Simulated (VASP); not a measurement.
```
C
1.0
    0.00000     1.80832     1.80832
    1.78159     0.02672     1.78159
    1.78159     1.78159     0.02672
C
2
Direct
  0.00000   0.00000   0.00000
  0.25000   0.25000   0.25000
```

The numbers are results of r2SCAN meta-GGA, VASP's PBE PAW potentials (set 64) (plane waves; VASP), not measurements. Settings: 600 eV cut-off, 12×12×12 Γ-centred mesh, Gaussian smearing of 0.050 eV, potentials C.

Question: What does the run give for the energy per atom (σ→0), largest force?

Answer: 
```
Quantity                        Value
---------------------  --------------
energy per atom (σ→0)  -9.823 eV/atom
largest force              0.074 eV/Å
```

The absolute energy has meaning only against runs of the same code, potentials and settings.

The compound is C in the diamond structure. This cell was strained or had an atom moved on purpose.
